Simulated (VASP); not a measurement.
# RbRe: single point with PBE

RbRe:

```
Rb Re
1.0
     4.13848    0.00000    0.00000
     0.00000    4.13848    0.00000
     0.00000    0.00000    4.13848
Rb Re
1 1
Cartesian
  2.0692 2.0692 2.0692
  0.0000 0.0000 0.0000
```

The cell was built by a generator and needn't be a form met in nature.

- Program: VASP 6.6.1
- Task: single point
- Functional: PBE
- Potentials or basis: VASP PAW PBE potentials, release 64 (Rb_sv, Re)
- Cutoff: 520 eV
- k mesh: 16 × 16 × 16
- Occupations: gaussian, width 0.1 eV
- Spin: collinear spin, typed start
- Starting moments: [0.0, 2.88] μB
- Dipole correction: no
- Further INCAR settings: ALGO = Fast; EDIFF = 1e-07; NBANDS = 19

The pressure is 0.0 GPa, the band gap on the k mesh is none (metal or under the smearing width) and the net moment is 4.03 μB per cell. The site moments are Rb +0.02; Re +3.52 μB and the valence electrons inside the program's atomic spheres are Rb 7.33; Re 5.32.

Levels at points of the mesh, in eV from the Fermi level:
Spin up:
```tsv
k point	band 8	band 9	band 10	band 11	band 12	band 13
(0.00, 0.00, 0.00)	-1.35	-1.35	-1.35	4.87	4.87	5.56
(0.50, 0.00, 0.00)	-1.50	-1.27	-0.62	-0.54	4.14	4.25
(0.50, 0.50, 0.00)	-1.73	-0.69	-0.60	1.75	1.75	4.89
(0.50, 0.50, 0.50)	-0.67	-0.67	-0.13	0.89	0.89	0.89
```
Spin down:
| k point | band 4 | band 5 | band 6 | band 7 | band 8 | band 9 |
| --- | --- | --- | --- | --- | --- | --- |
| (0.00, 0.00, 0.00) | -11.04 | -3.60 | -0.63 | -0.63 | 1.22 | 1.22 |
| (0.50, 0.00, 0.00) | -11.01 | -1.53 | -0.20 | -0.10 | 1.00 | 1.00 |
| (0.50, 0.50, 0.00) | -10.96 | -1.58 | -0.31 | 0.64 | 0.64 | 1.48 |
| (0.50, 0.50, 0.50) | -11.32 | 0.55 | 0.55 | 0.55 | 1.46 | 1.46 |

Wall time 6.2 min on 1 thread of Intel(R) Xeon(R) 6975P-C (Granite Rapids) (shared host), peak memory 0.46 GiB.

Spin-orbit coupling is left out, which matters for the levels of Re.
